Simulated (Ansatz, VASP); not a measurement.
# AlN in two plane-wave programs

Wanted: the spread between two codes on one cell, functional and k mesh. The cell is taken from a series of runs on this material, whose earlier steps may have relaxed, scaled, displaced or heated it; both programs get it as it stands.

Method: plane waves, with VASP 6.6.1 beside it; relaxation of cell and atoms at PBE with D3(BJ), in Ansatz 0.2.0.

## (1) Starting point

Symmetry: F-43m, No. 216, cubic system. Conventional cell: a = 4.368 Å, b = 4.368 Å, c = 4.368 Å, α = 90.00°, β = 90.00°, γ = 90.00°. Nearest to Al lie 4 N at 1.89 Å. Nearest to N lie 4 Al at 1.89 Å. Farther neighbours and most contacts between anions are not listed.

As a file:

```cif
data_structure
_symmetry_space_group_name_H-M 'P 1'
_symmetry_Int_Tables_number 1
_cell_length_a 3.0886
_cell_length_b 3.0886
_cell_length_c 3.0886
_cell_angle_alpha 60.000
_cell_angle_beta 60.000
_cell_angle_gamma 60.000
_cell_volume 20.83
loop_
_atom_site_label
_atom_site_type_symbol
_atom_site_fract_x
_atom_site_fract_y
_atom_site_fract_z
_atom_site_occupancy
Al1 Al 0.00000 0.00000 0.00000 1
N2 N 0.75000 0.75000 0.75000 1
```

## (2) VASP: relaxation of cell and atoms, PBE with D3(BJ)

The relaxed volume is the usual yardstick between codes: in a stiff, nearly cubic crystal its relative difference is about their pressure difference at one cell divided by the bulk modulus.

Lines of VASP's logs that name or quote its potential files are left out, and so is its time.

INCAR reads:

```
SYSTEM = AlN
PREC = Accurate
ENCUT = 600
EDIFF = 1E-07
NELM = 120
ISMEAR = 0
SIGMA = 0.02
LREAL = .FALSE.
ALGO = Normal
GGA = PE
IVDW = 12
NBANDS = 10
LORBIT = 11
LWAVE = .FALSE.
LCHARG = .FALSE.
ISIF = 3
IBRION = 2
NSW = 80
EDIFFG = -0.005
LASPH = .TRUE.
GGA_COMPAT = .FALSE.
NELMIN = 4
EFERMI = MIDGAP
```

POSCAR reads:

```
AlN
1.0
    0.0000000000      2.1839940000      2.1839940000
    2.1839940000      0.0000000000      2.1839940000
    2.1839940000      2.1839940000      0.0000000000
Al N
1 1
Direct
    0.0000000000      0.0000000000      0.0000000000
    0.7499997711      0.7499997711      0.7499997711
```

KPOINTS reads:

```
Automatic mesh
0
Gamma
8 8 8
0 0 0
```

The projector-augmented-wave data sets are Al and N (PBE family, release 64).

The run is started by

```sh
$ mpirun -np 1 vasp_std
```

Numbers of over 12 decimals in the logs are rounded to 6 here.

Output:

```text
[banner, memory and clock lines left out]
running    1 mpi-ranks, on    1 nodes
 distrk:  each k-point on    1 cores,    1 groups
 distr:  one band on    1 cores,    1 groups

 POSCAR found type information on POSCAR AlN
 POSCAR found :  2 types and       2 ions
 LDA part: xc-table for (Slater+PW92), standard interpolation
 POSCAR, INCAR and KPOINTS ok, starting setup
 FFT: planning ... GRIDC
 FFT: planning ... GRID_SOFT
 FFT: planning ... GRID
 WAVECAR not read
 entering main loop
       N       E                     dE             d eps       ncg     rms          rms(c)
DAV:   1     0.163419503154E+02    0.16342E+02   -0.42615E+03   588   0.766E+02
DAV:   2    -0.161001612964E+02   -0.32442E+02   -0.31077E+02   704   0.164E+02
DAV:   3    -0.172177052041E+02   -0.11175E+01   -0.11162E+01   708   0.308E+01
DAV:   4    -0.172227224314E+02   -0.50172E-02   -0.50168E-02   668   0.213E+00
DAV:   5    -0.172227792315E+02   -0.56800E-04   -0.56800E-04   658   0.229E-01    0.862E+00
DAV:   6    -0.148542149672E+02    0.23686E+01   -0.12376E+01   700   0.199E+01    0.285E+00
DAV:   7    -0.148480893125E+02    0.61257E-02   -0.14550E-01   634   0.322E+00    0.201E+00
DAV:   8    -0.148426918940E+02    0.53974E-02   -0.24168E-02   606   0.176E+00    0.513E-01
DAV:   9    -0.148417729678E+02    0.91893E-03   -0.23644E-03   664   0.340E-01    0.223E-01
DAV:  10    -0.148418342137E+02   -0.61246E-04   -0.43934E-04   630   0.145E-01    0.209E-02
DAV:  11    -0.148418384498E+02   -0.42361E-05   -0.19487E-05   646   0.312E-02    0.128E-02
DAV:  12    -0.148418385692E+02   -0.11935E-06   -0.62413E-07   642   0.696E-03    0.149E-03
DAV:  13    -0.148418385690E+02    0.13097E-09   -0.16096E-07   428   0.248E-03
   1 F= -.15381225E+02 E0= -.15381225E+02  d E =-.153812E+02
 curvature:   0.00 expect dE= 0.000E+00 dE for cont linesearch  0.000E+00
 trial: gam= 0.00000 g(F)=  0.158E-41 g(S)=  0.572E-04 ort = 0.000E+00 (trialstep = 0.100E+01)
 search vector abs. value=  0.572E-04
 bond charge predicted
       N       E                     dE             d eps       ncg     rms          rms(c)
DAV:   1    -0.148430612987E+02   -0.12227E-02   -0.22820E-03   598   0.364E-01    0.671E-02
DAV:   2    -0.148429676716E+02    0.93627E-04   -0.48889E-04   614   0.134E-01    0.163E-02
DAV:   3    -0.148429667037E+02    0.96793E-06   -0.97520E-06   600   0.277E-02    0.532E-03
DAV:   4    -0.148429659459E+02    0.75773E-06   -0.34758E-07   620   0.459E-03    0.243E-03
DAV:   5    -0.148429657014E+02    0.24452E-06   -0.83155E-08   306   0.221E-03    0.103E-03
DAV:   6    -0.148429656801E+02    0.21311E-07   -0.51408E-09   308   0.666E-04
   2 F= -.15381226E+02 E0= -.15381226E+02  d E =-.685812E-06
 trial-energy change:   -0.000001  1 .order   -0.000002   -0.000057    0.000053
 step:   0.4987(harm=  0.5213)  dis= 0.00000  next Energy=   -15.381239 (dE=-0.141E-04)
 bond charge predicted
       N       E                     dE             d eps       ncg     rms          rms(c)
DAV:   1    -0.148424376589E+02    0.52804E-03   -0.57377E-04   594   0.183E-01    0.336E-02
DAV:   2    -0.148424147272E+02    0.22932E-04   -0.12237E-04   610   0.672E-02    0.816E-03
DAV:   3    -0.148424146475E+02    0.79710E-07   -0.24574E-06   600   0.139E-02    0.269E-03
DAV:   4    -0.148424145968E+02    0.50737E-07   -0.83992E-08   320   0.230E-03
   3 F= -.15381239E+02 E0= -.15381239E+02  d E =-.139557E-04
 curvature:  -0.26 expect dE=-0.674E-08 dE for cont linesearch -0.674E-08
 trial: gam=-0.02082 g(F)=  0.769E-40 g(S)=  0.259E-07 ort = 0.122E-05 (trialstep = 0.900E+00)
 search vector abs. value=  0.112E-09
 reached required accuracy - stopping structural energy minimisation
```

From OUTCAR (step 2):

```text
ion  position               nearest neighbor table
   1  0.000  0.000  0.000-   2 1.89   2 1.89   2 1.89   2 1.89
   2  0.750  0.750  0.750-   1 1.89   1 1.89   1 1.89   1 1.89

  LATTYP: Found a face centered cubic cell.
 ALAT       =     4.3679880000

 Subroutine GETGRP returns: Found 24 space group operations
 (whereof 24 operations were pure point group operations)

The static configuration has the point symmetry T_d .

 Found     29 irreducible k-points:

   k-points           NKPTS =     29   k-points in BZ     NKDIM =     29   number of bands    NBANDS=     10

   dimension x,y,z NGX =    28 NGY =   28 NGZ =   28
   dimension x,y,z NGXF=    56 NGYF=   56 NGZF=   56

   ENCUT  =  600.0 eV  44.10 Ry    6.64 a.u.   6.17  6.17  6.17*2*pi/ulx,y,z

   NELECT =       8.0000    total number of electrons

 k-points in reciprocal lattice and weights: Automatic mesh
   0.00000000  0.00000000  0.00000000       0.002
   0.12500000  0.00000000  0.00000000       0.016
   0.25000000  0.00000000  0.00000000       0.016
   0.37500000  0.00000000  0.00000000       0.016
   0.50000000  0.00000000  0.00000000       0.008
   0.12500000  0.12500000  0.00000000       0.012
   0.25000000  0.12500000  0.00000000       0.047
   0.37500000  0.12500000  0.00000000       0.047
   0.50000000  0.12500000  0.00000000       0.047
[...]
-0.37500000  0.50000000  0.12500000       0.023
  -0.25000000  0.50000000  0.25000000       0.012

 Edisp (eV)   -0.53826

 average (electrostatic) potential at core
       1 -71.6329       2 -59.9379

 E-fermi :   7.6190

 k-point     1 :       0.0000    0.0000    0.0000
  band No.  band energies     occupation
      1      -9.0154      2.00000
      2       5.9601      2.00000
      3       5.9601      2.00000
      4       5.9601      2.00000
      5      10.1474      0.00000
      6      18.5106      0.00000
      7      18.5106      0.00000
      8      18.5106      0.00000
      9      23.6408      0.00000
    ...

 k-point     2 :       0.1250    0.0000    0.0000
  band No.  band energies     occupation
      1      -8.7884      2.00000
      2       4.7809      2.00000
      3       5.8817      2.00000
      4       5.8817      2.00000
      5      11.0896      0.00000
      6      17.9376      0.00000
      7      18.6831      0.00000
      8      18.6831      0.00000
      9      22.1031      0.00000
    ...

 k-point     3 :       0.2500    0.0000    0.0000
  band No.  band energies     occupation
      1      -8.1659      2.00000
      2       2.7021      2.00000
      3       5.7048      2.00000
      4       5.7048      2.00000
      5      12.4082      0.00000
      6      16.9218      0.00000
      7      18.2791      0.00000
      8      18.2791      0.00000
      9      22.2279      0.00000
    ...

 Edisp (eV)   -0.53882

  Total       0.00060     0.00060     0.00060     0.00000     0.00000     0.00000
  in kB       0.04596     0.04596     0.04596     0.00000     0.00000     0.00000
  external pressure =        0.05 kB  Pullay stress =        0.00 kB

  energy-cutoff  :      600.00
  volume of cell :       20.86
      direct lattice vectors                 reciprocal lattice vectors
     0.000000000  2.184732882  2.184732882    -0.228860930  0.228860930  0.228860930
     2.184732882  0.000000000  2.184732882     0.228860930 -0.228860930  0.228860930
     2.184732882  2.184732882  0.000000000     0.228860930  0.228860930 -0.228860930

 POSITION                                       TOTAL-FORCE (eV/Angst)
 -----------------------------------------------------------------------------------
      0.00000      0.00000      0.00000         0.000000      0.000000      0.000000
      3.27710      3.27710      3.27710        -0.000000     -0.000000     -0.000000
 -----------------------------------------------------------------------------------
    total drift:                                0.000724      0.000724      0.000724

  FREE ENERGIE OF THE ION-ELECTRON SYSTEM (eV)
  ---------------------------------------------------
  free  energy   TOTEN  =       -15.3812392123 eV

  energy  without entropy=      -15.3812392123  energy(sigma->0) =      -15.38123921

 reached required accuracy - stopping structural energy minimisation

 total charge
# of ion       s       p       d       tot
------------------------------------------
    1        0.370   0.446   0.000   0.816
    2        1.221   2.630   0.000   3.851
--------------------------------------------------
tot          1.591   3.076   0.000   4.667

[... 3 further parts left out ...]
```

CONTCAR:

```
AlN
   1.00000000000000
     0.0000000000000000    2.1847328820566050    2.1847328820566050
     2.1847328820566050    0.0000000000000000    2.1847328820566050
     2.1847328820566050    2.1847328820566050    0.0000000000000000
  Al              N
     1     1
Direct
     0.0000000000000000    0.0000000000000000    0.0000000000000000
     0.7499997711000006    0.7499997711000006    0.7499997711000006
```

The run keeps the 24 symmetry operations of its start, so it cannot find a distortion of lower symmetry.

## (3) Ansatz: relaxation of cell and atoms, PBE with D3(BJ)

Ansatz runs on its default PAW (the set named soft_2) files.

The same cell, functional, mesh and smearing now go to Ansatz, which takes its cutoff from its data sets.

input.yaml reads:

```yaml
crystal:
  lattice:
    - [0.0, 2.1839935596, 2.1839935596]
    - [2.1839935596, 0.0, 2.1839935596]
    - [2.1839935596, 2.1839935596, 0.0]
  atoms:
    - { symbol: Al, position: [0.0, 0.0, 0.0] }
    - { symbol: "N", position: [0.75, 0.75, 0.75] }
kpoints:
  mp_grid: { grid: [8, 8, 8] }
hamiltonian:
  xc: pbe
  dispersion: d3bj
scf:
  occupations: { method: gaussian, width: 0.02 }
output:
  forces: true
  stress: true
  eigenvalues: true
relax:
  adjacent_minimum: "off"
  f_tol: 0.005
  max_steps: 60
  cell: { stress_tol: 0.03 }
```

The run is started by

```sh
$ ansatz run input.yaml --threads 4 --pin off --max-ram 8192MiB --backend cpu --events-out ev --progress --plain --runs-dir out
```

Output:

```text
Engine: ansatz 0.2.0, aarch64-unknown-linux-gnu
Pseudopotentials: kind: paw
Pseudopotential: Al, paw, valence charge 3, recommended cutoff 420 eV (normal), Al.paw.azcp
Pseudopotential: N, paw, valence charge 5, recommended cutoff 420 eV (normal), N.paw.azcp
Functional definition: PBE
  parameter kappa = 0.804
  parameter beta = 0.066725
  exchange = pbe_x(kappa = kappa, mu = beta*pi^2/3)
  correlation = pbe_c(beta = beta)
Crystal: 2 atoms, lattice volume = 20.835 Å³
Basis set: ecut = 420 eV, 411 PW (Γ), exchange–correlation on 48×48×48 points (8 copies of the dense FFT grid, shifted against one another)
Bands: 8, of which v1, the nominal top of the filled ones, is band 4 counted from 1 (3 counted from 0)
Symmetry: 24 space group operations
Space group: F-43m (ITA 216), of the structure as read, at distance tolerance 2.8e-5 Å
k-points: 29 of 512 (time reversal used)
Non-local potential: Al, projectors of the file, l = 0: 2, l = 1: 2, l = 2: 1
Non-local potential: N, projectors of the file, l = 0: 2, l = 1: 2, l = 2: 1
PAW form: soft (Blöchl's): semilocal exchange-correlation on the pseudo side does not see the compensation charge
PAW one-centre angular grid: Al, 110 points (default); XC on 64 Gauss nodes
PAW one-centre angular grid: N, 110 points (default); XC on 64 Gauss nodes
Initial density: superposition of atomic densities (neutral atoms: chi_scale 0, normalization atom), corrected by the library's trained network
Initial wavefunctions: pseudopotential atomic-orbital guess
Functional: x = pbe(κ = 0.804, μ = 0.219515), c = pbe(β = 0.066725)
SCF iter   1: F=—  HF=-924.742578 eV  |F-HF|=—  |Δ(HF+E_count)|=         —  Δρ=7.21e-4  dr2=3.36e-5  ethr=1.77e-3  ⟨swp⟩=4.9  Hψ=1712  notcnv=0
preconditioner: auto → none  [insulator: Δε(μ)=3.327 eV  Ē_g=15.406 eV  σ=0.020 eV  W_gap=1.00  n_scr=0 (ndim 8)  ℏωp=23.0 eV  f_vac=0.000  D(μ)=0.00/eV (n_scr^D=0)  ε∞_Penn≈3.2]
SCF iter   2: F=—  HF=-924.742761 eV  |F-HF|=—  |Δ(HF+E_count)|=   1.83e-4  Δρ=3.45e-4  dr2=8.14e-6  ethr=4.20e-7  ⟨swp⟩=2.5  Hψ=599  notcnv=0
SCF iter   3: F=—  HF=-924.742796 eV  |F-HF|=—  |Δ(HF+E_count)|=   3.52e-5  Δρ=1.78e-4  dr2=4.40e-6  ethr=1.02e-7  ⟨swp⟩=2.0  Hψ=348  notcnv=0
iter 4 did not close the SCF: its close was put off for the readings that it lacked (scf_convergence_deferred on its scf_iter line)
SCF iter   4: F=-924.742797 eV  HF=-924.742797 eV  |F-HF|=1.13e-7  |Δ(HF+E_count)|=   1.01e-6  Δρ=2.23e-5  dr2=3.28e-8  ethr=5.49e-8  ⟨swp⟩=2.4  Hψ=334  notcnv=0
iter 5 did not close the SCF: its close was put off for the readings that it lacked (scf_convergence_deferred on its scf_iter line)
SCF iter   5: F=-924.742797 eV  HF=-924.742797 eV  |F-HF|=2.01e-9  |Δ(HF+E_count)|=   1.20e-7  Δρ=3.50e-6  dr2=7.30e-10  ethr=4.09e-10  ⟨swp⟩=2.0  Hψ=336  notcnv=0
SCF iter   6: F=-924.742797 eV  HF=-924.742797 eV  |F-HF|=4.09e-12  |Δ(HF+E_count)|=   2.23e-9  Δρ=2.14e-7  dr2=4.29e-12  ethr=9.13e-12  ⟨swp⟩=1.0  Hψ=694  notcnv=0
SCF 1 converged in 6 iterations: F = -924.742797 eV  dr2 = 4.29e-12
  greatest PAW one-centre occupation: 0.788 electrons in one spin orbital (limit 2), on the N atom at site 1 (counted from 0), in its partial waves of l = 0
relax step   1: F+E_penalty+E_count = -924.74279692 eV  Δ(F+E_penalty+E_count) = +0.000e0 eV  max|allowed force component| = 2.220e-16 eV/Å  Δτ_max = 0.0000 Å  P = +0.591 GPa  Ω = 20.835 Å³  (6 SCF iters, dr2 threshold 1.00e-7 eV, accepted)
[...]
relax step   2: F+E_penalty+E_count = -924.74278574 eV  Δ(F+E_penalty+E_count) = +1.118e-5 eV  max|allowed force component| = 5.320e-17 eV/Å  Δτ_max = 0.0000 Å  P = +0.294 GPa  Ω = 20.865 Å³  energy of the carried Pulay correction = -9.378e-5 eV  (3 SCF iters, dr2 threshold 2.00e-7 eV, accepted)
[...]
relax step   3: F+E_penalty+E_count = -924.74271968 eV  Δ(F+E_penalty+E_count) = +6.606e-5 eV  max|allowed force component| = 1.180e-16 eV/Å  Δτ_max = 0.0000 Å  P = -0.003 GPa  Ω = 20.894 Å³  energy of the carried Pulay correction = -1.867e-4 eV  (4 SCF iters, dr2 threshold 2.00e-7 eV, accepted)
[...]
relax step   4: F+E_penalty+E_count = -924.74305589 eV  Δ(F+E_penalty+E_count) = -3.362e-4 eV  max|allowed force component| = 1.087e-16 eV/Å  Δτ_max = 0.0000 Å  P = +0.018 GPa  Ω = 20.894 Å³  stress off target by 1.78e-2 GPa  SCF on the basis re-selected at this cell (its energy is not comparable with the rows above)  (5 SCF iters)
basis re-selected at this cell: Δ(F+E_penalty+E_count) = -3.362e-4 eV, ΔP = +0.020 GPa vs the last step (what re-selecting the basis moved, of the pressure what is left beyond the Pulay correction that the steps carried, after the strain that the cell walked since its last selection, with what the two solves' SCF thresholds leave and, on support functions, any second-order correction that the steps lacked; it is no m [...]
SCF converged after 5 iterations
Free energy (F): -924.743056 eV
Harris-Foulkes:  -924.743056 eV  (|F-HF|=3.07e-12)
Internal energy: -924.743056 eV  (E = F + TS)
E sigma→0 (E₀):  -924.743056 eV
Fermi energy:    8.603053 eV
--- Per-component energies (eV) ---
  E_band       = 15.191047
  E_kinetic    = 159.382097
  E_local      = -223.056731  (includes V_loc(G=0)·N_el)
  E_nonlocal   = 55.497520
  E_hartree    = 77.288728
  E_xc         = -101.815637
  E_vxc        = -107.931410  (∫ρ·V_xc dr)
  E_paw        = -595.180470  (= ΣΔE_a)
  E_vpaw       = -23.277982  (= ΣTr[D̂ρ^β])
  E_aug_tail   = 0.000098  (compensation charges beyond the density's cutoff)
  E_ewald      = -296.320739
  E_disp       = -0.537922  (pairwise vdW)
  E_smearing   = -0.000000  (= −TS)
  E_closure    = 0.000000  (closes the sum)
  Σ components = -924.743056   (vs F -924.743056, Δ=0.00e0)
--- Forces (eV/Å), atoms counted from 1 ---
  atom   1  Al    -0.00000000     0.00000000     0.00000000
  atom   2  N     -0.00000000    -0.00000000    -0.00000000
  max |Σ_I F_I| component: 9.25e-17 eV/Å
--- Stress (GPa, compression-positive) ---
        0.017793       0.000000      -0.000000
       -0.000000       0.017793       0.000000
        0.000000       0.000000       0.017793
  P = ⅓ Tr σ = 0.0178 GPa (0.178 kbar)
--- Band table (eV; the first three rows and the last of 29) ---
  k-point 0: bands = ["-8.0103", "6.9410", "6.9410", "6.9410", "11.1019", "19.4941", "19.4941", "19.4941"]
  k-point 1: bands = ["-7.7842", "5.7628", "6.8630", "6.8630", "12.0470", "18.9188", "19.6635", "19.6635"]
  k-point 2: bands = ["-7.1643", "3.6902", "6.6874", "6.6874", "13.3698", "17.8973", "19.2494", "19.2494"]
  k-point 28: bands = ["-5.2885", "3.1724", "3.5217", "4.2626", "12.9782", "18.3404", "18.8931", "19.0782"]
--- Relaxed structure (3 steps of the walk, 3 accepted, 1 SCFs on fresh bases) ---
  F+E_penalty+E_count = -924.74305589 eV   max|allowed force component| = 1.087e-16 eV/Å   (the final SCF, on the basis selected at the relaxed cell)
  cell:  # Å, volume = 20.8943 Å³
    - [0, 2.186078, 2.186078]
    - [2.186078, 0, 2.186078]
    - [2.186078, 2.186078, 0]
  atoms:
    - { symbol: Al, position: [0, 0, 0] }
    - { symbol: N, position: [0.750000, 0.750000, 0.750000] }
```

The column dr2 measures how far the density is from self-consistency, as an energy; F and HF (Harris–Foulkes) agree once it is small.

## (4) Comparison

Known differences besides the potentials themselves: the cutoff is 420 eV in Ansatz and 600 eV in VASP; Ansatz adds a Pulay correction to the stress that steers its cell, VASP none. Total energies have different zeros and are not compared.

Compared:

```csv
quantity,Ansatz,VASP,difference
volume (Å³),20.89,20.86,+0.18 %
"edge a after relaxation, in the typed setting (Å)",3.092,3.090,+0.06 %
```

## (5) What came out

| Item | Value |
| --- | --- |
| difference in volume (relaxation of cell and atoms, PBE with D3(BJ)) | 0.18 % |

In words: The difference in volume is 0.18 % (relaxation of cell and atoms, PBE with D3(BJ)), within the 1.2 % picked in this series as the mark of a large difference, as far as the stopping tolerances let one tell. Such differences can come from data sets, numerical settings and the points named under the comparisons, not from the functional's error against experiment.

[Lines on the potential files, build, host, timing and source positions are cut from VASP's logs without a mark.]

[Logs are printed without paths, hosts, clocks, repeated set-up lines and the standing remarks that a program may print on its own settings, such as how far it seeks lower states.]

[Hosts, paths, dates, database ids (printed as entryN), source tags and the programs' standing remarks are cut or masked in the printed files.]
